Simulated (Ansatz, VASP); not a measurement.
# W (Sigma3 (112)[1-10] symmetric tilt boundary in W): VASP beside Ansatz, part 2 of 2

Wanted: the spread between two codes on one cell, functional and k mesh. Of the first pair: The structure shown is the start of the Ansatz relaxation below; VASP solves that cell, so the two are compared at the walk's first step.

VASP 6.6.1 and Ansatz 0.2.0.

So far. Step 3 (VASP: single point, PBE, start cell, pair 1): The run ends at a pressure of -5.04 GPa, with forces up to 0.76 eV/Å.

## Step 5: Ansatz: relaxation, PBE

Level of this step: Ansatz beside VASP: Kohn-Sham DFT, plane waves, PBE (Ansatz).

This run makes the geometry at which the two programs are then compared.

The structure compared here is the end of the Ansatz relaxation.

The input, input.yaml:

```yaml
crystal:
  lattice:
    - [5.51658, 0.0, 0.0]
    - [0.0, 9.00854, 0.0]
    - [0.0, 0.0, 21.00585]
  atoms:
    - { symbol: W, position: [0.3489, 0.25, 2.0e-05] }
    - { symbol: W, position: [0.17134, 0.0, 0.06372] }
    - { symbol: W, position: [0.00333, 0.25, 0.12378] }
    - { symbol: W, position: [0.33195, 0.0, 0.18816] }
    - { symbol: W, position: [0.16664, 0.25, 0.24999] }
    - { symbol: W, position: [0.00143, 0.0, 0.3118] }
    - { symbol: W, position: [0.33001, 0.25, 0.37622] }
    - { symbol: W, position: [0.16208, 0.0, 0.43626] }
    - { symbol: W, position: [0.98451, 0.25, 0.49999] }
    - { symbol: W, position: [0.17127, 0.0, 0.93628] }
    - { symbol: W, position: [0.00334, 0.25, 0.87626] }
    - { symbol: W, position: [0.33188, 0.0, 0.81186] }
    - { symbol: W, position: [0.16662, 0.25, 0.75004] }
    - { symbol: W, position: [0.00138, 0.0, 0.68821] }
    - { symbol: W, position: [0.32997, 0.25, 0.62381] }
    - { symbol: W, position: [0.16203, 0.0, 0.56375] }
    - { symbol: W, position: [0.3489, 0.75, 2.0e-05] }
    - { symbol: W, position: [0.17134, 0.5, 0.06372] }
    - { symbol: W, position: [0.00333, 0.75, 0.12378] }
    - { symbol: W, position: [0.33195, 0.5, 0.18816] }
    - { symbol: W, position: [0.16664, 0.75, 0.24999] }
    - { symbol: W, position: [0.00143, 0.5, 0.3118] }
    - { symbol: W, position: [0.33001, 0.75, 0.37622] }
    - { symbol: W, position: [0.16208, 0.5, 0.43626] }
    - { symbol: W, position: [0.98451, 0.75, 0.49999] }
    - { symbol: W, position: [0.17127, 0.5, 0.93628] }
    - { symbol: W, position: [0.00334, 0.75, 0.87626] }
    - { symbol: W, position: [0.33188, 0.5, 0.81186] }
    - { symbol: W, position: [0.16662, 0.75, 0.75004] }
    - { symbol: W, position: [0.00138, 0.5, 0.68821] }
    - { symbol: W, position: [0.32997, 0.75, 0.62381] }
    - { symbol: W, position: [0.16203, 0.5, 0.56375] }
    - { symbol: W, position: [0.8489, 0.25, 2.0e-05] }
    - { symbol: W, position: [0.67134, 0.0, 0.06372] }
    - { symbol: W, position: [0.50333, 0.25, 0.12378] }
    - { symbol: W, position: [0.83195, 0.0, 0.18816] }
    - { symbol: W, position: [0.66664, 0.25, 0.24999] }
    - { symbol: W, position: [0.50143, 0.0, 0.3118] }
    - { symbol: W, position: [0.83001, 0.25, 0.37622] }
    - { symbol: W, position: [0.66208, 0.0, 0.43626] }
    - { symbol: W, position: [0.4845, 0.25, 0.49999] }
    - { symbol: W, position: [0.67127, 0.0, 0.93628] }
    - { symbol: W, position: [0.50334, 0.25, 0.87626] }
    - { symbol: W, position: [0.83188, 0.0, 0.81186] }
    - { symbol: W, position: [0.66662, 0.25, 0.75004] }
    - { symbol: W, position: [0.50138, 0.0, 0.68821] }
    - { symbol: W, position: [0.82997, 0.25, 0.62381] }
    - { symbol: W, position: [0.66203, 0.0, 0.56375] }
    - { symbol: W, position: [0.8489, 0.75, 2.0e-05] }
    - { symbol: W, position: [0.67134, 0.5, 0.06372] }
    - { symbol: W, position: [0.50333, 0.75, 0.12378] }
    - { symbol: W, position: [0.83195, 0.5, 0.18816] }
    - { symbol: W, position: [0.66664, 0.75, 0.24999] }
    - { symbol: W, position: [0.50143, 0.5, 0.3118] }
    - { symbol: W, position: [0.83001, 0.75, 0.37622] }
    - { symbol: W, position: [0.66208, 0.5, 0.43626] }
    - { symbol: W, position: [0.48451, 0.75, 0.49999] }
    - { symbol: W, position: [0.67127, 0.5, 0.93628] }
    - { symbol: W, position: [0.50334, 0.75, 0.87626] }
    - { symbol: W, position: [0.83188, 0.5, 0.81186] }
    - { symbol: W, position: [0.66662, 0.75, 0.75004] }
    - { symbol: W, position: [0.50138, 0.5, 0.68821] }
    - { symbol: W, position: [0.82997, 0.75, 0.62381] }
    - { symbol: W, position: [0.66203, 0.5, 0.56375] }
kpoints:
  mp_grid: { grid: [4, 3, 1] }
hamiltonian:
  xc: pbe
scf:
  occupations: { method: fermi_dirac, width: 0.1 }
output:
  forces: true
relax:
  f_tol: 0.05
  max_steps: 120
```

Launch:

```bash
> ansatz run input.yaml --threads 6 --pin off --max-ram 102400MiB --backend cuda --events-out ev --progress --plain --runs-dir out
```

Numbers of over 12 decimals in the logs are rounded to 6 here.

The program printed:

```text
[...]
GPU FFT provider: cuFFT
GPU libraries: cuBLAS 13.8.2, cuFFT 12.4.0, cuSOLVER 12.3.4
Crystal: 64 atoms, lattice volume = 1043.914 Å³
Basis set: ecut = 420 eV, 20375 PW (Γ), exchange–correlation on 80×128×288 points (8 copies of the dense FFT grid, shifted against one another)
Bands: 538, of which v1, the nominal top of the filled ones, is band 448 counted from 1 (447 counted from 0)
Symmetry: 8 space group operations
[...]
k-points: 6 of 12 (time reversal used)
[...]
- { symbol: W, position: [0.166026, 0.0, 0.065686] }
    - { symbol: W, position: [0.000203452, 0.250000, 0.126074] }
    - { symbol: W, position: [0.331967, 0.0, 0.188327] }
    - { symbol: W, position: [0.166683, 0.250000, 0.250009] }
    - { symbol: W, position: [0.00140009, 0.0, 0.311692] }
    - { symbol: W, position: [0.333162, 0.250000, 0.373945] }
    - { symbol: W, position: [0.167343, 0.0, 0.434332] }
[...]
- { symbol: W, position: [0.666653, 0.750000, 0.750009] }
    - { symbol: W, position: [0.501367, 0.500000, 0.688326] }
    - { symbol: W, position: [0.833132, 0.750000, 0.626074] }
    - { symbol: W, position: [0.667306, 0.500000, 0.565686] }
```

## Step 6: VASP: single point, PBE, relaxed cell, pair 2

The same cell, functional, mesh and smearing now go to VASP, with its own data sets.

The input, INCAR:

```
SYSTEM = W
PREC = Accurate
ENCUT = 520
EDIFF = 1E-06
NELM = 120
ISMEAR = -1
SIGMA = 0.1
LREAL = Auto
ALGO = Normal
GGA = PE
NBANDS = 240
LASPH = .TRUE.
LORBIT = 11
LWAVE = .FALSE.
LCHARG = .FALSE.
ISIF = 2
GGA_COMPAT = .FALSE.
KPAR = 4
```

The input, POSCAR:

```
W
1.0
    5.5165800000      0.0000000000      0.0000000000
    0.0000000000      9.0085400000      0.0000000000
    0.0000000000      0.0000000000     21.0058500000
W
64
Direct
    0.3398000000      0.2500000000      0.0000100000
    0.1660300000      0.0000000000      0.0656900000
    0.0002000000      0.2500000000      0.1260700000
    0.3319700000      0.0000000000      0.1883300000
    0.1666800000      0.2500000000      0.2500100000
    0.0014000000      0.0000000000      0.3116900000
    0.3331600000      0.2500000000      0.3739500000
    0.1673400000      0.0000000000      0.4343300000
    0.9935400000      0.2500000000      0.5000100000
    0.1659900000      0.0000000000      0.9343300000
    0.0001700000      0.2500000000      0.8739500000
    0.3319300000      0.0000000000      0.8116900000
    0.1666500000      0.2500000000      0.7500100000
    0.0013700000      0.0000000000      0.6883300000
    0.3331300000      0.2500000000      0.6260700000
    0.1673100000      0.0000000000      0.5656900000
    0.3398000000      0.7500000000      0.0000100000
    0.1660300000      0.5000000000      0.0656900000
    0.0002000000      0.7500000000      0.1260700000
    0.3319700000      0.5000000000      0.1883300000
    0.1666800000      0.7500000000      0.2500100000
    0.0014000000      0.5000000000      0.3116900000
    0.3331600000      0.7500000000      0.3739500000
    0.1673400000      0.5000000000      0.4343300000
    0.9935400000      0.7500000000      0.5000100000
    0.1659900000      0.5000000000      0.9343300000
    0.0001700000      0.7500000000      0.8739500000
    0.3319300000      0.5000000000      0.8116900000
    0.1666500000      0.7500000000      0.7500100000
    0.0013700000      0.5000000000      0.6883300000
    0.3331300000      0.7500000000      0.6260700000
    0.1673100000      0.5000000000      0.5656900000
    0.8398000000      0.2500000000      0.0000100000
    0.6660300000      0.0000000000      0.0656900000
    0.5002000000      0.2500000000      0.1260700000
    0.8319700000      0.0000000000      0.1883300000
    0.6666800000      0.2500000000      0.2500100000
    0.5014000000      0.0000000000      0.3116900000
    0.8331600000      0.2500000000      0.3739500000
    0.6673400000      0.0000000000      0.4343300000
    0.4935400000      0.2500000000      0.5000100000
    0.6659900000      0.0000000000      0.9343300000
    0.5001700000      0.2500000000      0.8739500000
    0.8319300000      0.0000000000      0.8116900000
    0.6666500000      0.2500000000      0.7500100000
    0.5013700000      0.0000000000      0.6883300000
    0.8331300000      0.2500000000      0.6260700000
    0.6673100000      0.0000000000      0.5656900000
    0.8398000000      0.7500000000      0.0000100000
    0.6660300000      0.5000000000      0.0656900000
    0.5002000000      0.7500000000      0.1260700000
    0.8319700000      0.5000000000      0.1883300000
    0.6666800000      0.7500000000      0.2500100000
    0.5014000000      0.5000000000      0.3116900000
    0.8331600000      0.7500000000      0.3739500000
    0.6673400000      0.5000000000      0.4343300000
    0.4935400000      0.7500000000      0.5000100000
    0.6659900000      0.5000000000      0.9343300000
    0.5001700000      0.7500000000      0.8739500000
    0.8319300000      0.5000000000      0.8116900000
    0.6666500000      0.7500000000      0.7500100000
    0.5013700000      0.5000000000      0.6883300000
    0.8331300000      0.7500000000      0.6260700000
    0.6673100000      0.5000000000      0.5656900000
```

The input, KPOINTS:

```
Automatic mesh
0
Gamma
4 3 1
0 0 0
```

The projector-augmented-wave data sets are W (PBE family, release 64).

Launch:

```bash
> mpirun -np 8 vasp_std
```

The program printed:

```text
[banner, memory and clock lines left out]
running    8 mpi-ranks, on    1 nodes
[...]
[... a notice as in an earlier step ...]

 LDA part: xc-table for (Slater+PW92), standard interpolation
 POSCAR, INCAR and KPOINTS ok, starting setup
[...]
entering main loop
       N       E                     dE             d eps       ncg     rms          rms(c)
DAV:   1     0.152681742687E+04    0.15268E+04   -0.16797E+05  2880   0.144E+03
DAV:   2    -0.585924231276E+03   -0.21127E+04   -0.19877E+04  3216   0.362E+02
DAV:   3    -0.858430588876E+03   -0.27251E+03   -0.26038E+03  4400   0.822E+01
DAV:   4    -0.872029436257E+03   -0.13599E+02   -0.13187E+02  3984   0.192E+01
[...]
DAV:  16    -0.828887926609E+03    0.51999E-04   -0.19410E-04  4408   0.347E-02    0.276E-02
DAV:  17    -0.828887907807E+03    0.18802E-04   -0.74296E-05  4672   0.222E-02    0.188E-02
DAV:  18    -0.828887908332E+03   -0.52542E-06   -0.99613E-06  3576   0.612E-03
   1 F= -.82888791E+03 E0= -.82831400E+03  d E =-.114782E+01
```

From OUTCAR (step 6):

```text
  Total      -35.9526944    -35.4035858    -28.3495007      0.0000000      0.0000000      0.0040303
  in kB      -55.1794585    -54.3366979    -43.5102327      0.0000000      0.0000000      0.0061856
  external PRESSURE =     -51.0087963 kB  Pullay stress =       0.0000000 kB

 POSITION                                       TOTAL-FORCE (eV/Angst)
 -----------------------------------------------------------------------------------
      1.87453      2.25213      0.00021        -0.025856     -0.000000      0.000580
      0.91592      0.00000      1.37987         0.004172      0.000000      0.024867
      0.00110      2.25213      2.64821         0.011648     -0.000000      0.003280
      1.83134      0.00000      3.95603        -0.007717     -0.000000     -0.003093
      0.91950      2.25213      5.25167         0.000401      0.000000     -0.002126
      0.00772      0.00000      6.54731         0.008073      0.000000      0.003771
      1.83790      2.25213      7.85514        -0.010929      0.000000     -0.002583
      0.92314      0.00000      9.12347        -0.004678      0.000000     -0.024407
      5.48094      2.25213     10.50314         0.025035      0.000000     -0.000035
      0.91570      0.00000     19.62640         0.004758      0.000000     -0.024588
      0.00094      2.25213     18.35806         0.011013      0.000000     -0.002675
      1.83112      0.00000     17.05024        -0.007922      0.000000      0.003770
      0.91934      2.25213     15.75460        -0.000149      0.000000     -0.002131
      0.00756      0.00000     14.45896         0.007426     -0.000000     -0.003027
[...]
-----------------------------------------------------------------------------------
    total drift:                               -0.002941      0.000000      0.013567

  FREE ENERGIE OF THE ION-ELECTRON SYSTEM (eV)
  ---------------------------------------------------
  free  energy   TOTEN  =      -828.8879083322 eV

  energy  without entropy=     -827.7400890856  energy(sigma->0) =     -828.31399871

[... 1 part as in an earlier step ...]
```

The run ends at a pressure of -5.10 GPa, with forces up to 0.026 eV/Å.

## Step 7: Differences

What differs besides the data sets and the points named for the pairs above, as far as they apply: the data sets hold 896 valence electrons in Ansatz (on its default PAW (the set named soft_2) files) and 384 in VASP. Total energies have different zeros and are not compared.

At this near-relaxed geometry the largest component of a force difference is 28 meV/Å.

## Step 8: Results

```
r.m.s. force difference (single point, PBE, start cell, pair 1)   : 4.9 % of the r.m.s. force
r.m.s. force difference (single point, PBE, relaxed cell, pair 2) : 11 meV/Å
```

In words: The r.m.s. force difference is 4.9 % of the r.m.s. force (single point, PBE, start cell, pair 1), beyond the 3 % picked in this series as the mark of a large difference. The data sets hold unlike numbers of valence electrons (896 in Ansatz and 384 in VASP), so part of the differences comes from the potentials. What causes the difference of the single point, PBE, start cell, pair 1 pair stays open here. Such differences can come from data sets, numerical settings and the points named under the comparisons, not from the functional's error against experiment.

[Lines on the potential files, build, host, timing and source positions are cut from VASP's logs without a mark.]

[Logs are printed without paths, hosts, clocks, repeated set-up lines and the standing remarks that a program may print on its own settings, such as how far it seeks lower states.]

[Hosts, paths, dates, database ids (printed as entryN), source tags and the programs' standing remarks are cut or masked in the printed files.]
